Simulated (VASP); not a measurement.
Write the native input for VASP 6.6.1 that does the following.

- Task: relaxation of cell and atoms
- Functional: PBE
- Potentials or basis: VASP PAW PBE potentials, release 64 (Sr_sv, Zr_sv, O)
- Cutoff: 520 eV
- k mesh: 4 × 4 × 2
- Occupations: gaussian, width 0.15 eV
- Spin: no spin polarisation
- Further INCAR settings: PREC = Normal; ALGO = Fast; EDIFF = 0.0001; IBRION = 2; EDIFFG = -0.08; NSW = 24; ISIF = 3

The structure of SrZr2O3 lies in POSCAR:

```
SrZr2O3
1.0
    4.1527032900      0.0000000000      0.0000000000
   -2.0763516500      3.5963465500      0.0000000000
    0.0000000000      0.0000000000      7.5334017100
Sr Zr O
1 2 3
Direct
    0.0000000000      0.0000000000      0.0000000000
    0.3333333300      0.6666666700      0.5000000000
    0.6666666700      0.3333333300      0.5000000000
    0.5000000000      0.0000000000      0.0000000000
    0.0000000000      0.5000000000      0.0000000000
    0.5000000000      0.5000000000      0.0000000000
```

The cell was built by a generator and needn't be a form met in nature.

One way to write it, as run:

INCAR

```
ALGO     = Fast           # electronic algorithm
EDIFF    = 1E-4           # SCF threshold, eV
EDIFFG   = -0.08          # ionic threshold
ENCUT    = 520            # plane-wave cutoff, eV
GGA      = PE             # functional
IBRION   = 2              # ionic algorithm
ISIF     = 3              # what is computed and relaxed
ISMEAR   = 0              # smearing method
KPAR     = 2            
LASPH    = T              # aspherical terms in the spheres
LCHARG   = F              # write CHGCAR
LREAL    = F              # projectors in reciprocal space
LWAVE    = F              # write WAVECAR
NELM     = 60             # most SCF steps
NSW      = 24             # ionic steps
PREC     = Normal         # precision mode
SIGMA    = 0.15           # smearing width, eV
```

KPOINTS

```
k-points
0
Gamma
  4 4 2
```

Potentials or basis: VASP PAW PBE potentials, release 64 (Sr_sv, Zr_sv, O).

Command:

```bash
$ cat potpaw_PBE.64/Sr_sv/POTCAR potpaw_PBE.64/Zr_sv/POTCAR potpaw_PBE.64/O/POTCAR > POTCAR
$ mpirun -np 2 vasp_std > vasp.out
```

Results of the run:

```
Relaxed volume                         : 13.37 Å³/atom
Relaxed cell                           : a = 5.373 Å, b = 5.373 Å, c = 3.208 Å, α = 90.00°, β = 90.00°, γ = 120.00°
Space group after relaxing (to 0.05 Å) : P6/mmm (No. 191)
Energy gained by relaxing              : 3869.3 meV/atom
Ionic steps                            : 16
Pressure after relaxing                : -0.2 GPa
Band gap on the k mesh                 : none (metal or under the smearing width)
```

Caveat: the k mesh is coarse (spacing up to 0.44 Å⁻¹), so the values aren't converged; the volume moved by over 15 % at a fixed basis, so the end points are rough.

Run time: 3.6 min on 2 MPI ranks on Intel(R) Xeon(R) 6975P-C (Granite Rapids), on a shared host, peak memory 0.18 GiB a rank.
